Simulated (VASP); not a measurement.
NaLaMg6:

```xyz
8
Lattice="5.3192 0.0000 0.0000 0.0000 3.3877 5.9220 0.0000 -3.3877 5.9220" Properties=species:S:1:pos:R:3 pbc="T T T"
La    0.0000    0.0000    9.8992
Mg    2.6596    0.0000    1.9761
Mg    2.6596   -1.6594    4.9678
Mg    2.6596    1.6594    4.9678
Mg    0.0000    0.0000    3.9986
Mg    0.0000   -1.6902    6.8774
Mg    0.0000    1.6902    6.8774
Na    2.6596    0.0000    7.8120
```

The cell comes from a database or a generator and needn't be the stable form of this composition.

```yaml
Program: VASP 6.6.1
Task: single point
Functional: PBE
Potentials_or_basis: VASP PAW PBE potentials, release 64 (La, Mg, Na_pv)
Cutoff: 520 eV
k_mesh: 5 × 5 × 5
Occupations: fermi-dirac, width 0.05 eV
Spin: no spin polarisation
```

On this cell: pressure 0.0 GPa; largest force 0.092 eV/Å; band gap on the k mesh none (metal or under the smearing width).

The same run follows on a disturbed copy (atoms moved at random, drawn with an rms of 0.05 Å):

```xyz
8
Lattice="5.3192 0.0000 0.0000 0.0000 3.3877 5.9220 0.0000 -3.3877 5.9220" Properties=species:S:1:pos:R:3 pbc="T T T"
La    0.0273   -0.0193    9.9220
Mg    2.6799    0.0130    1.9278
Mg    2.6761   -1.6435    4.9012
Mg    2.6734    1.6316    4.9646
Mg    0.0729   -0.0227    3.9753
Mg    0.0605   -1.6940    6.9582
Mg   -0.0124    1.7256    6.8627
Na    2.7005    0.0155    7.8296
```

Question: What changes?

Answer: The energy (extrapolated to zero smearing) moves by +4.2 meV/atom; pressure 0.1 GPa; largest force 0.260 eV/Å; band gap on the k mesh none (metal or under the smearing width).

Forces on the atoms (eV/Å):
```
La  -0.015  0.090 -0.010
Mg   0.031  0.008  0.034
Mg   0.074  0.075  0.154
Mg   0.034 -0.049  0.016
Mg  -0.112  0.033  0.126
Mg  -0.066  0.000 -0.252
Mg   0.093 -0.145  0.075
Na  -0.040 -0.012 -0.143
```

Stress tensor (GPa, compression positive):
```
-0.03  0.00  0.06
 0.00  0.33 -0.09
 0.06 -0.09 -0.09
```
